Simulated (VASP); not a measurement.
Given:

```
C
1.0
    0.00000     1.77779     1.77779
    1.77779     0.00000     1.77779
    1.77779     1.77779     0.00000
C
2
Cartesian
  0.00000   0.00000   0.00000
  0.88889   0.88889   0.88889
```

Computed with PBE GGA, VASP's PBE PAW potentials (set 64) (plane waves; VASP 6.6.1). Numerical set-up: 600 eV cut-off, 12×12×12 Γ-centred mesh, Gaussian smearing of 0.050 eV, potentials C.

Give the stress tensor in GPa (positive for a compressed cell).

```
6.01  0.00  0.00
0.00  6.01  0.00
0.00  0.00  6.01
```
The pressure is its mean diagonal, 6.01 GPa.

The compound is C in the diamond structure. This cell was strained or had an atom moved on purpose.
